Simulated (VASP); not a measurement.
An input for Ansatz (written as the equivalent of a VASP run, and not itself run):

Ansatz 0.2 input:
```yaml
crystal:
  lattice:
    - [6.7277986, 0.0000000, 0.0000000]
    - [-3.3638993, 5.8264448, 0.0000000]
    - [0.0000000, 0.0000000, 3.5594710]
  atoms:
    - { symbol: Ge, position: [0.6666670, 0.3333330, 0.0000000] }
    - { symbol: Ge, position: [0.3333330, 0.6666670, 0.0000000] }
    - { symbol: Ge, position: [0.0000000, 0.0000000, 0.5000000] }
    - { symbol: Pt, position: [0.6213391, 1.0000000, 0.5000000] }
    - { symbol: Pt, position: [0.3786609, 0.3786609, 0.5000000] }
    - { symbol: Pt, position: [0.0000000, 0.6213391, 0.5000000] }
    - { symbol: Pt, position: [0.0000000, 0.2828281, 0.0000000] }
    - { symbol: Pt, position: [0.2828281, 1.0000000, 0.0000000] }
    - { symbol: Pt, position: [0.7171719, 0.7171719, 0.0000000] }
kpoints:
  mp_grid: { grid: [5, 5, 8] }
hamiltonian:
  xc: r2scan
  pseudopotentials: { kind: paw }
scf:
  occupations: { method: methfessel_paxton, width: 0.1 }
  max_iter: 100
relax:
  max_steps: 60
  f_tol: 0.02
  cell: {}
output: { forces: true, stress: true, eigenvalues: true }
```

**Question.** Write the VASP files for the same calculation (r2SCAN).

**Answer.** Several could match; the one computed here: 
POSCAR:
```
GePt2
1
    6.7277985540     0.0000000000    -0.0000000000
   -3.3638992770     5.8264447939    -0.0000000000
    0.0000000000    -0.0000000000     3.5594709774
Ge Pt
3 6
Direct
  0.6666670000   0.3333330000   0.0000000000
  0.3333330000   0.6666670000   0.0000000000
  0.0000000000   0.0000000000   0.5000000000
  0.6213390558   1.0000000000   0.5000000000
  0.3786609442   0.3786609442   0.5000000000
  0.0000000000   0.6213390558   0.5000000000
  0.0000000000   0.2828281192   0.0000000000
  0.2828281192   1.0000000000   0.0000000000
  0.7171718808   0.7171718808   0.0000000000
```

### INCAR
```
SYSTEM=GePt2
PREC=Accurate; ENCUT=400; LREAL=.FALSE.
LASPH=.TRUE.
EDIFF=1E-6; NELM=100; ALGO=Normal
LMAXMIX=6; LMIXTAU=.TRUE.
ISMEAR=1; SIGMA=0.1
METAGGA=R2SCAN
IBRION=2; NSW=60; ISIF=3
EDIFFG=-0.02
LWAVE=.FALSE.; LCHARG=.FALSE.
```

KPOINTS:
```
Regular mesh
0
gamma
  5 5 8
```

POTCAR, in this order: Ge_d Pt (PBE.64 set). Program: vasp_std.

What does not carry over: each code has its own PAW files, so the cut-off isn't converted (ENCUT is set for VASP's; basis.ecutwfc is left out, and Ansatz then takes the one that its files recommend); Ansatz stops its SCF on the density residual and VASP on the energy change (EDIFF).

The structure comes from a computed database's GePt2 entry (P-62m); how it stands against other phases isn't given here. This run relaxes it. Symmetry was kept, so distortions that lower it aren't found. The start is the result of an earlier pass.
